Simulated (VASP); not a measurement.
PtS2:

```
Pt S
1.0
     3.54874    0.00000    0.00000
    -1.77437    3.07330    0.00000
     0.00000    0.00000    5.59707
Pt S
1 2
Direct
  0.00000 0.00000 0.00000
  0.66667 0.33333 0.77966
  0.33333 0.66667 0.22034
```

The cell is a database's computed one.

```yaml
Program: VASP 6.6.1
Task: relaxation of cell and atoms
Functional: PBEsol
Potentials_or_basis: VASP PAW PBE potentials, release 64 (Pt, S)
Cutoff: 580 eV
k_mesh: 9 × 9 × 6
Occupations: gaussian, width 0.02 eV
Spin: no spin polarisation
```

At the start: pressure -2.3 GPa; volume 20.35 Å³/atom.

Q: How do energy, volume and symmetry change on relaxing?

A: Over 34 steps the energy falls by 10.6 meV/atom and the volume is 17.66 Å³/atom (-13.2 %); space group P-3m1 (No. 164, to 0.05 Å).

The path:
```csv
step,energy change (eV),largest force (eV/Å),pressure (GPa),volume (Å³)
1,0.0000,0.2927,-2.33,61.04
2,0.0182,0.5212,4.62,58.47
3,-0.0086,0.0114,0.02,60.09
4,-0.0086,0.0055,0.07,60.07
5,-0.0097,0.0225,0.01,60.04
6,-0.0105,0.0720,-0.09,59.97
7,-0.0111,0.0590,-0.20,59.84
8,-0.0129,0.0214,-0.51,59.45
9,-0.0156,0.0482,-1.08,58.66
10,-0.0188,0.1637,-2.08,57.06
11,-0.0189,0.1640,-2.08,57.05
12,-0.0191,0.1638,-2.07,57.00
13,-0.0195,0.1634,-2.06,56.90
14,-0.0203,0.1628,-2.03,56.70
15,-0.0219,0.1611,-1.95,56.30
16,-0.0249,0.1554,-1.78,55.49
17,-0.0294,0.1363,-1.23,53.89
18,-0.0228,0.0941,0.65,50.69
19,-0.0309,0.0868,-0.77,53.39
20,-0.0312,0.0830,-0.60,53.00
21,-0.0314,0.0627,-0.46,53.10
22,-0.0316,0.0422,-0.31,53.19
23,-0.0316,0.0007,-0.02,53.39
24,-0.0316,0.0214,-0.17,53.29
25,-0.0316,0.0229,-0.18,53.28
26,-0.0316,0.0208,-0.15,53.23
27,-0.0317,0.0144,-0.04,53.08
28,-0.0317,0.0020,0.17,52.78
29,-0.0317,0.0099,0.04,52.97
30,-0.0317,0.0107,0.02,52.99
31,-0.0317,0.0094,0.01,52.99
32,-0.0317,0.0054,-0.01,52.99
33,-0.0317,0.0023,-0.07,52.98
34,-0.0317,0.0033,-0.01,52.98
```

Final structure:
```
Pt S
1.0
     3.56737    0.00000    0.00000
    -1.78369    3.08944    0.00000
     0.00000    0.00000    4.80748
Pt S
1 2
Direct
  0.00000 0.00000 0.00000
  0.66667 0.33333 0.75088
  0.33333 0.66667 0.24912
```

Caveat: the PAW data sets were made with another functional, which shifts forces and pressure a little; this functional lacks dispersion, which binds the layers, so the pressure and a relaxed spacing across them are unreliable.
